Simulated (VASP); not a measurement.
All values below come from r2SCAN meta-GGA, VASP's PBE PAW potentials (set 64) (plane waves; VASP).

VASP ran on this input.

### INCAR
```
SYSTEM = PdIn
PREC = Accurate
ENCUT = 520
EDIFF = 1E-7
NELM = 100
ALGO = Normal
LREAL = .FALSE.
LASPH = .TRUE.
ISMEAR = 1
SIGMA = 0.1
METAGGA = R2SCAN
LMIXTAU = .TRUE.
LMAXMIX = 4
LWAVE = .FALSE.
LCHARG = .FALSE.
ISIF = 2
```

### KPOINTS
```
Automatic mesh
0
Gamma
11 11 11
0 0 0
```

File POSCAR:
```
PdIn
1
    3.2065514386     0.0000000000     0.0000000000
    0.0000000000     3.2065514386     0.0000000000
    0.0000000000     0.0000000000     3.2065514386
In Pd
1 1
Direct
  0.5000000000   0.5000000000   0.5000000000
  0.0000000000   0.0000000000   0.0000000000
```

POTCAR, in this order: In_d Pd (PBE.64 set). Program: vasp_std.

What will the output report for the number of irreducible k-points (NKPTS), largest plane-wave count, number of space-group operations, FFT grid (NGX, NGY, NGZ)?

```yaml
number of irreducible k-points (NKPTS): 56
largest_plane_wave_count: 906
number_of_space_group_operations: 48
FFT grid (NGX, NGY, NGZ): 24 × 24 × 24
```

The compound is PdIn in the CsCl type structure. This cell is one point of a volume scan, at 0.94 of the reference volume. The electron count is odd and the run is not spin-polarised, which forces a metal.
